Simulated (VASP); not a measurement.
Computed with optB88-vdW, VASP's PBE PAW potentials (set 64) (plane waves; VASP 6.6.1).

Input for VASP

INCAR:
```
SYSTEM = MoSi2
PREC = Accurate
ENCUT = 520
EDIFF = 1E-6
NELM = 100
ALGO = Normal
LREAL = .FALSE.
LASPH = .TRUE.
ISMEAR = 1
SIGMA = 0.1
GGA = BO
PARAM1 = 0.1833333333
PARAM2 = 0.22
LUSE_VDW = .TRUE.
AGGAC = 0.0
LMAXMIX = 4
LWAVE = .FALSE.
LCHARG = .FALSE.
IBRION = 2
ISIF = 3
NSW = 60
EDIFFG = -0.02
```

**KPOINTS**
```
Regular mesh
0
Gamma
  12 12 12
```

**POSCAR**
```
MoSi2
1.0
 -1.5973096137   1.5973096137   3.9072384890
  1.5973096137  -1.5973096137   3.9072384890
  1.5973096137   1.5973096137  -3.9072384890
Si Mo
2 1
Cartesian
  0.0000000000  -0.0000000000   5.1951253253
  0.0000000000  -0.0000000000   2.6193516527
  0.0000000000   0.0000000000   0.0000000000
```

POTCAR, in this order: Si Mo_sv (PBE.64 set). Program: vasp_std.

Output of the run:

**OSZICAR**
```
       N       E                     dE             d eps       ncg     rms          rms(c)
DAV:   1     0.131225392336E+03    0.13123E+03   -0.11561E+04  4898   0.140E+03
DAV:   2    -0.148977677516E+02   -0.14612E+03   -0.14443E+03  6136   0.339E+02
DAV:   3    -0.178079566220E+02   -0.29102E+01   -0.28949E+01  6409   0.440E+01
DAV:   4    -0.178220605744E+02   -0.14104E-01   -0.14100E-01  5744   0.362E+00
DAV:   5    -0.178221818608E+02   -0.12129E-03   -0.12128E-03  6500   0.312E-01    0.208E+01
DAV:   6    -0.172033496122E+02    0.61883E+00   -0.67334E+00  5667   0.176E+01    0.462E+00
DAV:   7    -0.171023260647E+02    0.10102E+00   -0.10754E+00  5515   0.677E+00    0.460E+00
DAV:   8    -0.170808311831E+02    0.21495E-01   -0.10552E-01  5870   0.274E+00    0.461E-01
DAV:   9    -0.170811584488E+02   -0.32727E-03   -0.24798E-03  6115   0.437E-01    0.238E-01
DAV:  10    -0.170812666475E+02   -0.10820E-03   -0.74458E-04  5982   0.237E-01    0.444E-02
DAV:  11    -0.170812726028E+02   -0.59553E-05   -0.20085E-04  5821   0.115E-01    0.360E-02
DAV:  12    -0.170812682381E+02    0.43647E-05   -0.37076E-05  5604   0.431E-02    0.598E-03
DAV:  13    -0.170812679686E+02    0.26951E-06   -0.97401E-07  3404   0.955E-03
   1 F= -.17081268E+02 E0= -.17081075E+02  d E =-.170813E+02
       N       E                     dE             d eps       ncg     rms          rms(c)
DAV:   1    -0.191921327099E+02   -0.21109E+01   -0.45642E+01  5387   0.747E+01    0.123E+01
DAV:   2    -0.176945904294E+02    0.14975E+01   -0.26562E+01  5387   0.369E+01    0.431E+00
DAV:   3    -0.170681252588E+02    0.62647E+00   -0.32161E+00  5234   0.102E+01    0.170E+00
DAV:   4    -0.170486222192E+02    0.19503E-01   -0.26907E-01  6243   0.331E+00    0.541E-01
DAV:   5    -0.170450331694E+02    0.35890E-02   -0.45317E-02  5673   0.149E+00    0.304E-01
DAV:   6    -0.170454314171E+02   -0.39825E-03   -0.29849E-03  5570   0.364E-01    0.801E-02
DAV:   7    -0.170454851713E+02   -0.53754E-04   -0.20269E-04  6346   0.113E-01    0.200E-02
DAV:   8    -0.170454838313E+02    0.13401E-05   -0.10077E-05  5758   0.229E-02    0.469E-03
DAV:   9    -0.170454839875E+02   -0.15626E-06   -0.32338E-07  3012   0.438E-03
   2 F= -.17045484E+02 E0= -.17045295E+02  d E =0.357840E-01
       N       E                     dE             d eps       ncg     rms          rms(c)
DAV:   1    -0.178051817835E+02   -0.75970E+00   -0.15691E+01  5506   0.433E+01    0.101E+01
DAV:   2    -0.172184946927E+02    0.58669E+00   -0.55721E+00  5387   0.182E+01    0.274E+00
DAV:   3    -0.171236603736E+02    0.94834E-01   -0.52616E-01  5327   0.424E+00    0.874E-01
DAV:   4    -0.171124750212E+02    0.11185E-01   -0.45775E-02  5436   0.219E+00    0.713E-01
DAV:   5    -0.171124909629E+02   -0.15942E-04   -0.27630E-03  6255   0.466E-01    0.336E-01
DAV:   6    -0.171126150887E+02   -0.12413E-03   -0.52051E-04  5814   0.128E-01    0.274E-02
DAV:   7    -0.171126092154E+02    0.58734E-05   -0.63963E-05  5611   0.495E-02    0.785E-03
DAV:   8    -0.171126077228E+02    0.14926E-05   -0.63718E-06  4918   0.172E-02    0.367E-03
DAV:   9    -0.171126075700E+02    0.15276E-06   -0.19070E-07  2571   0.349E-03
   3 F= -.17112608E+02 E0= -.17112414E+02  d E =-.313396E-01
       N       E                     dE             d eps       ncg     rms          rms(c)
DAV:   1    -0.171127389172E+02   -0.13119E-03   -0.28346E-03  5471   0.589E-01    0.129E-01
DAV:   2    -0.171126360436E+02    0.10287E-03   -0.11927E-03  5394   0.260E-01    0.364E-02
DAV:   3    -0.171126129614E+02    0.23082E-04   -0.12640E-04  5337   0.660E-02    0.103E-02
DAV:   4    -0.171126114707E+02    0.14907E-05   -0.82748E-06  5513   0.280E-02    0.679E-03
DAV:   5    -0.171126119415E+02   -0.47080E-06   -0.47797E-07  2641   0.688E-03
   4 F= -.17112612E+02 E0= -.17112418E+02  d E =-.313440E-01
       N       E                     dE             d eps       ncg     rms          rms(c)
DAV:   1    -0.171140739471E+02   -0.14625E-02   -0.43618E-02  5184   0.203E+00    0.192E-01
DAV:   2    -0.171133326977E+02    0.74125E-03   -0.16672E-03  6206   0.349E-01    0.915E-02
DAV:   3    -0.171131369075E+02    0.19579E-03   -0.46341E-04  6088   0.168E-01    0.274E-02
DAV:   4    -0.171131240532E+02    0.12854E-04   -0.68868E-05  5968   0.632E-02    0.197E-02
DAV:   5    -0.171131228202E+02    0.12330E-05   -0.35858E-06  5405   0.141E-02    0.623E-03
DAV:   6    -0.171131226516E+02    0.16863E-06   -0.40638E-07  2599   0.462E-03
   5 F= -.17113123E+02 E0= -.17112913E+02  d E =-.510710E-03
       N       E                     dE             d eps       ncg     rms          rms(c)
DAV:   1    -0.171131274758E+02   -0.46556E-05   -0.14659E-04  5170   0.118E-01    0.110E-02
DAV:   2    -0.171131250768E+02    0.23990E-05   -0.54776E-06  6147   0.201E-02    0.529E-03
DAV:   3    -0.171131244078E+02    0.66899E-06   -0.14688E-06  3019   0.987E-03
   6 F= -.17113124E+02 E0= -.17112914E+02  d E =-.512466E-03
       N       E                     dE             d eps       ncg     rms          rms(c)
DAV:   1    -0.171134143780E+02   -0.28930E-03   -0.76047E-03  5723   0.836E-01    0.131E-01
DAV:   2    -0.171132198144E+02    0.19456E-03   -0.18593E-03  5661   0.313E-01    0.515E-02
DAV:   3    -0.171131774889E+02    0.42325E-04   -0.19241E-04  5452   0.870E-02    0.181E-02
DAV:   4    -0.171131698434E+02    0.76455E-05   -0.30529E-05  6304   0.464E-02    0.560E-03
DAV:   5    -0.171131696302E+02    0.21321E-06   -0.11665E-06  2935   0.846E-03
   7 F= -.17113170E+02 E0= -.17112959E+02  d E =-.452224E-04
```

OUTCAR:
```
------------------------ aborting loop because EDIFF is reached ----------------------------------------
  FORCE on cell =-STRESS in cart. coord.  units (eV):
  Direction    XX          YY          ZZ          XY          YZ          ZX
  --------------------------------------------------------------------------------------
  Total       -0.0236486     -0.0236486     -0.0196738      0.0000000      0.0000000      0.0000000
  in kB       -0.9167900     -0.9167900     -0.7626981      0.0000000      0.0000000      0.0000000
  external PRESSURE =      -0.8654260 kB  Pullay stress =       0.0000000 kB
  volume of cell :       41.33
      direct lattice vectors                 reciprocal lattice vectors
    -1.617563320  1.617563320  3.948782617     0.000000000  0.309106910  0.126621303
     1.617563320 -1.617563320  3.948782617     0.309106910  0.000000000  0.126621303
     1.617563320  1.617563320 -3.948782617     0.309106910  0.309106910  0.000000000
 POSITION                                       TOTAL-FORCE (eV/Angst)
 -----------------------------------------------------------------------------------
      0.00000      0.00000      5.24571        -0.000000     -0.000000     -0.003061
      0.00000      0.00000      2.65186         0.000000      0.000000      0.003061
      0.00000      0.00000      7.89757         0.000000      0.000000     -0.000000
 -----------------------------------------------------------------------------------
    total drift:                                0.000000     -0.000000      0.000000
  FREE ENERGIE OF THE ION-ELECTRON SYSTEM (eV)
  ---------------------------------------------------
  free  energy   TOTEN  =       -17.1131696302 eV

  energy  without entropy=      -17.1125389842  energy(sigma->0) =      -17.11295941

 reached required accuracy - stopping structural energy minimisation
```
(Selected blocks of OUTCAR.)

CONTCAR:
```
MoSi2
   1.00000000000000
    -1.6175633195368910    1.6175633195368910    3.9487826166380238
     1.6175633195368910   -1.6175633195368910    3.9487826166380238
     1.6175633195368910    1.6175633195368910   -3.9487826166380238
  Si              Mo
     2     1
Direct
     0.6642181158182106    0.6642181158182106    0.0000000000000000
     0.3357818841817894    0.3357818841817894    0.0000000000000000
     1.0000000000000000    1.0000000000000000    0.0000000000000000
```

### OUTCAR
```
 val. band max:       11.7376857351   @ k =  -0.0833  -0.1667   0.0833

 cond. band min:      11.7444877611   @ k =  -0.2500  -0.3333   0.2500


 Fermi energy:        11.7421810773

 k-point     1 :       0.0000    0.0000    0.0000
  band No.  band energies     occupation
      1     -48.9908      2.00000
      2     -23.1235      2.00000
      3     -23.0703      2.00000
      4     -23.0703      2.00000
      5      -1.3633      2.00000
      6       5.6225      2.00000
      7       8.3443      2.00000
      8       8.9178      2.00000
      9       9.2315      2.00000
     10       9.2315      2.00000
     11      12.0850     -0.00001
     12      14.7255      0.00000
     13      15.1499      0.00000
     14      15.1499      0.00000
     15      16.7273      0.00000

 k-point     2 :       0.0833   -0.0000    0.0000
  band No.  band energies     occupation
      1     -48.9897      2.00000
      2     -23.1224      2.00000
      3     -23.0856      2.00000
      4     -23.0689      2.00000
      5      -1.2405      2.00000
      6       5.6166      2.00000
      7       7.9600      2.00000
      8       8.9225      2.00000
      9       9.3137      2.00000
     10       9.4601      2.00000
     11      11.7244      1.29591
     12      14.2269      0.00000
     13      14.5938      0.00000
     14      15.5201      0.00000
     15      15.5975      0.00000

 k-point     3 :       0.1667   -0.0000    0.0000
  band No.  band energies     occupation
      1     -48.9868      2.00000
      2     -23.1275      2.00000
      3     -23.1191      2.00000
      4     -23.0650      2.00000
      5      -0.8783      2.00000
      6       5.5332      2.00000
      7       7.3377      2.00000
      8       8.8528      2.00000
      9       9.5445      2.00000
     10       9.7168      2.00000
     11      11.0400      2.00000
     12      13.5174     -0.00000
     13      13.9433      0.00000
     14      15.8981      0.00000
     15      15.9918      0.00000
...
```

Energy and stress use the plane-wave basis of the starting cell.

The compound is MoSi2 in the MoSi2 type structure. This run relaxes it. Symmetry was kept, so distortions that lower it aren't found. The start is the result of an earlier pass.
